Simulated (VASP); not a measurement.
Energy against volume of Co (hcp). Level of theory: PBE GGA with D3 dispersion (Becke-Johnson damping), VASP's PBE PAW potentials (set 64) (plane waves; VASP 6.6.1). Run with 520 eV cut-off, 17×17×9 Γ-centred mesh, first-order Methfessel-Paxton smearing of 0.10 eV, potentials Co.

Shape and ions are relaxed at each volume.

```csv
V (Å³/atom),E (eV/atom)
9.879,-7.42940
10.194,-7.45286
10.509,-7.46010
10.825,-7.45368
```

Q: Fit these four points and predict the energy of the run at 11.140 Å³/atom.

A: A cubic in V^(−2/3), the third-order Birch-Murnaghan form, passes through the four points with V0 = 10.51 Å³/atom and B0 = 230 GPa, and gives -7.4358 eV/atom there. The run gave -7.4360 eV/atom, -0.1 meV/atom from the fit; all five points give B0 = 230 GPa.

The compound is Co in the hcp structure. It was relaxed first, which changed the volume by -5 %.
